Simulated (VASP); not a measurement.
Crystal: Ta4NiO11.

```
Ta Ni O
1.0
     0.00000    4.86715    4.86715
     4.86715    0.00000    4.86715
     4.86715    4.86715    0.00000
Ta Ni O
4 1 11
Direct
  0.63007 0.10980 0.63007
  0.63007 0.63007 0.63007
  0.10980 0.63007 0.63007
  0.63007 0.63007 0.10980
  0.00000 0.00000 0.00000
  0.25000 0.25000 0.25000
  0.84346 0.46962 0.84346
  0.84346 0.84346 0.84346
  0.46962 0.84346 0.84346
  0.84346 0.84346 0.46962
  0.30023 0.69977 0.69977
  0.69977 0.30023 0.30023
  0.69977 0.69977 0.30023
  0.30023 0.30023 0.69977
  0.30023 0.69977 0.30023
  0.69977 0.30023 0.69977
```

The cell was built by a generator and needn't be a form met in nature.

| Quantity | Value |
| --- | --- |
| Program | VASP 6.6.1 |
| Task | relaxation of cell and atoms |
| Functional | PBE |
| Dispersion | D4 |
| Potentials or basis | VASP PAW PBE potentials, release 64 (Ta_pv, Ni, O) |
| Cutoff | 600 eV |
| k mesh | 5 × 5 × 5 |
| Occupations | fermi-dirac, width 0.05 eV |
| Spin | collinear spin, ferromagnetic start |
| Starting moments | [0.0, 0.0, 0.0, 0.0, 1.0, 0.0, 0.0, 0.0, 0.0, 0.0, 0.0, 0.0, 0.0, 0.0, 0.0, 0.0] μB |

At the start: pressure -2.1 GPa; volume 14.41 Å³/atom.

Question: How do energy, volume and symmetry change on relaxing?

Answer: Over 16 steps the energy falls by 10.1 meV/atom and the volume is 14.23 Å³/atom (-1.3 %); space group F-43m (No. 216, to 0.05 Å); moment 1.14 μB per cell.

Step by step:
| step | energy change (eV) | largest force (eV/Å) | pressure (GPa) | volume (Å³) |
| --- | --- | --- | --- | --- |
| 1 | 0.0000 | 0.1345 | -2.08 | 230.60 |
| 2 | -0.3347 | 0.7115 | 3.70 | 224.40 |
| 3 | -0.1532 | 0.3316 | 0.24 | 228.44 |
| 4 | -0.1539 | 0.2918 | -0.09 | 228.82 |
| 5 | -0.1539 | 0.2790 | -0.22 | 228.94 |
| 6 | -0.1548 | 0.3069 | 0.70 | 227.15 |
| 7 | -0.1586 | 0.1081 | 0.19 | 227.99 |
| 8 | -0.1610 | 0.0811 | -0.24 | 228.17 |
| 9 | -0.1610 | 0.0851 | -0.27 | 228.19 |
| 10 | -0.1618 | 0.0946 | -0.07 | 227.67 |
| 11 | -0.1619 | 0.0521 | -0.07 | 227.79 |
| 12 | -0.1622 | 0.0147 | 0.16 | 227.43 |
| 13 | -0.1622 | 0.0155 | 0.11 | 227.48 |
| 14 | -0.1622 | 0.0368 | -0.34 | 227.63 |
| 15 | -0.1623 | 0.0189 | -0.02 | 227.57 |
| 16 | -0.1623 | 0.0054 | -0.02 | 227.60 |

Final structure:
```
Ta Ni O
1.0
     0.00000    4.84598    4.84598
     4.84598    0.00000    4.84598
     4.84598    4.84598    0.00000
Ta Ni O
4 1 11
Cartesian
  3.5841 6.1079 3.5841
  6.1079 6.1079 6.1079
  6.1079 3.5841 3.5841
  3.5841 3.5841 6.1079
  9.6920 9.6920 9.6920
  2.4230 2.4230 2.4230
  6.3606 8.1774 6.3606
  8.1774 8.1774 8.1774
  8.1774 6.3606 6.3606
  6.3606 6.3606 8.1774
  6.7951 4.8460 4.8460
  2.8969 4.8460 4.8460
  4.8460 4.8460 6.7951
  4.8460 4.8460 2.8969
  4.8460 2.8969 4.8460
  4.8460 6.7951 4.8460
```

Caveat: a cell with one magnetic atom can't hold antiferromagnetic order, which such compounds often take; pairwise dispersion overbinds metals, which lowers pressure and volume.
